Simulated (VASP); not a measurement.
OSZICAR of a VASP run on GaAs (zinc blende):

**OSZICAR**
```
       N       E                     dE             d eps       ncg     rms          rms(c)
DAV:   1     0.835759544867E+02    0.83576E+02   -0.92582E+03   762   0.184E+03
DAV:   2    -0.105241018737E+01   -0.84628E+02   -0.80900E+02   824   0.340E+02
DAV:   3    -0.768893303500E+01   -0.66365E+01   -0.66026E+01   924   0.773E+01
DAV:   4    -0.780918213230E+01   -0.12025E+00   -0.12020E+00   879   0.115E+01
DAV:   5    -0.781116870380E+01   -0.19866E-02   -0.19862E-02   938   0.127E+00    0.283E+00
DAV:   6    -0.769205251670E+01    0.11912E+00   -0.23938E-01  1143   0.896E+00    0.173E+00
DAV:   7    -0.768220597802E+01    0.98465E-02   -0.69993E-02  1003   0.212E+00    0.568E-01
DAV:   8    -0.768537349639E+01   -0.31675E-02   -0.11604E-02   849   0.146E+00    0.947E-02
DAV:   9    -0.768617969051E+01   -0.80619E-03   -0.14518E-03   894   0.500E-01    0.623E-02
DAV:  10    -0.768631666847E+01   -0.13698E-03   -0.12541E-04   937   0.112E-01    0.343E-02
DAV:  11    -0.768644148439E+01   -0.12482E-03   -0.26594E-04   799   0.116E-01    0.579E-03
DAV:  12    -0.768644248707E+01   -0.10027E-05   -0.31835E-06   942   0.249E-02    0.259E-03
DAV:  13    -0.768644375509E+01   -0.12680E-05   -0.20236E-06   799   0.106E-02    0.907E-04
DAV:  14    -0.768644372847E+01    0.26620E-07   -0.33279E-08   657   0.188E-03
   1 F= -.76864437E+01 E0= -.76864437E+01  d E =-.263701E-07
```

Problem. Which electronic solver shows in the log?

Solution. It is blocked Davidson (ALGO = Normal, or the opening steps of other solvers). The INCAR had ALGO = Normal.

Problem. Can the final energy be trusted as converged?

Solution. The run converged. It stopped with EDIFF = 1E-7, NELM = 100 (revPBE GGA, plane waves, VASP's PBE PAW potentials (set 64)).

The compound is GaAs in the zinc blende structure. This cell is one point of a volume scan, at 0.97 of the reference volume.
